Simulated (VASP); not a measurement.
Data:

```xyz
6
Lattice="4.5028 0.0000 0.0000 0.0000 4.5028 0.0000 0.0000 0.0000 3.0050" Properties=species:S:1:pos:R:3 pbc="T T T"
Mg     0.0000     0.0000     3.0050
Mg     2.2514     2.2514     1.5025
H      1.3698     1.3698     0.0000
H      3.6212     0.8816     1.5025
H      0.8816     3.6212     1.5025
H      3.1330     3.1330     3.0050
```

The numbers are results of PBE GGA, VASP's PBE PAW potentials (set 64) (plane waves; VASP 6.6.1), not measurements. Numerical set-up: 400 eV cut-off, 6×6×9 Γ-centred mesh, Gaussian smearing of 0.010 eV, potentials Mg H.

Task: Give the direction-averaged independent-particle dielectric function (no local fields, no excitons; a broadening of 0.1 eV leaves a tail below the gap, and fine structure carries the noise of the k-mesh).

Result: 
```json
[
 {"ħω (eV)": "0.00", "ε₁": "3.99", "ε₂": "0.00"},
 {"ħω (eV)": "0.20", "ε₁": "4.00", "ε₂": "0.00"},
 {"ħω (eV)": "0.50", "ε₁": "4.01", "ε₂": "0.01"},
 {"ħω (eV)": "0.70", "ε₁": "4.03", "ε₂": "0.01"},
 {"ħω (eV)": "1.00", "ε₁": "4.07", "ε₂": "0.01"},
 {"ħω (eV)": "1.20", "ε₁": "4.10", "ε₂": "0.02"},
 {"ħω (eV)": "1.50", "ε₁": "4.16", "ε₂": "0.02"},
 {"ħω (eV)": "1.80", "ε₁": "4.24", "ε₂": "0.03"},
 {"ħω (eV)": "2.00", "ε₁": "4.31", "ε₂": "0.04"},
 {"ħω (eV)": "2.30", "ε₁": "4.43", "ε₂": "0.04"},
 {"ħω (eV)": "2.50", "ε₁": "4.52", "ε₂": "0.05"},
 {"ħω (eV)": "2.80", "ε₁": "4.70", "ε₂": "0.06"},
 {"ħω (eV)": "3.00", "ε₁": "4.83", "ε₂": "0.08"},
 {"ħω (eV)": "3.30", "ε₁": "5.09", "ε₂": "0.10"},
 {"ħω (eV)": "3.60", "ε₁": "5.42", "ε₂": "0.13"},
 {"ħω (eV)": "3.80", "ε₁": "5.71", "ε₂": "0.16"},
 {"ħω (eV)": "4.10", "ε₁": "6.28", "ε₂": "0.23"},
 {"ħω (eV)": "4.30", "ε₁": "6.82", "ε₂": "0.33"},
 {"ħω (eV)": "4.60", "ε₁": "8.15", "ε₂": "0.74"},
 {"ħω (eV)": "4.90", "ε₁": "9.75", "ε₂": "2.56"},
 {"ħω (eV)": "5.10", "ε₁": "8.43", "ε₂": "4.56"},
 {"ħω (eV)": "5.40", "ε₁": "9.30", "ε₂": "5.60"},
 {"ħω (eV)": "5.60", "ε₁": "10.23", "ε₂": "7.97"},
 {"ħω (eV)": "5.90", "ε₁": "6.03", "ε₂": "13.93"},
 {"ħω (eV)": "6.10", "ε₁": "1.08", "ε₂": "12.89"},
 {"ħω (eV)": "6.40", "ε₁": "-1.03", "ε₂": "6.34"},
 {"ħω (eV)": "6.70", "ε₁": "-0.40", "ε₂": "5.48"},
 {"ħω (eV)": "6.90", "ε₁": "2.44", "ε₂": "6.21"},
 {"ħω (eV)": "7.20", "ε₁": "-2.80", "ε₂": "7.94"},
 {"ħω (eV)": "7.40", "ε₁": "-2.39", "ε₂": "5.21"},
 {"ħω (eV)": "7.70", "ε₁": "-1.20", "ε₂": "4.64"},
 {"ħω (eV)": "8.00", "ε₁": "-2.47", "ε₂": "4.99"}
]
```
ε₂ peaks at 6.0 eV (height 14.0), 7.1 eV (height 9.6); ε₁(0) averages 3.99, so the electronic refractive index below the gap tends to √3.99 = 2.00.

The compound is MgH2 in the rutile structure. It was relaxed first.
